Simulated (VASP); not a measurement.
Consider the following.

```
Mg3Sb2
1.0
    2.27896    -3.94728     0.00000
    2.27896     3.94728     0.00000
    0.00000     0.00000     7.22047
Mg Sb
3 2
Direct
  0.00000   0.00000   0.00000
  0.33333   0.66667   0.63357
  0.66667   0.33333   0.36643
  0.33333   0.66667   0.22766
  0.66667   0.33333   0.77234
```

All values below come from r2SCAN+rVV10, VASP's PBE PAW potentials (set 64) (plane waves; VASP). Run with 520 eV cut-off, 6×6×4 Γ-centred mesh, tetrahedra with Blöchl corrections, potentials Mg Sb.

Unless said otherwise, spin-orbit coupling is left out, though it shifts the bands of the heavy elements here.

Question: Give the energies of bands 3 to 11 at the high-symmetry points, in eV from the valence-band maximum.

Answer: 
```
band      Γ      M      K      A      L      H
----  -----  -----  -----  -----  -----  -----
3     -5.11  -4.83  -4.51  -3.13  -5.08  -4.46
4     -1.18  -3.91  -3.70  -3.05  -4.77  -4.46
5     -1.18  -3.38  -3.70  -0.85  -1.95  -4.11
6     -0.43  -2.43  -2.67  -0.85  -1.76  -3.51
7     -0.43  -2.24  -2.66  -0.79  -1.71  -1.06
8      0.00  -0.97  -2.66  -0.79  -1.61  -1.06
9      1.74   0.75   0.52   2.25   0.86   2.19
10     1.79   2.41   4.59   2.46   1.62   2.19
11     3.39   2.43   4.74   3.03   2.13   2.82
```

The gap is indirect, 0.52 eV, from the valence maximum at Γ to the conduction minimum at K.

The compound is Mg3Sb2 in the a-la2o3 structure. It was relaxed first.
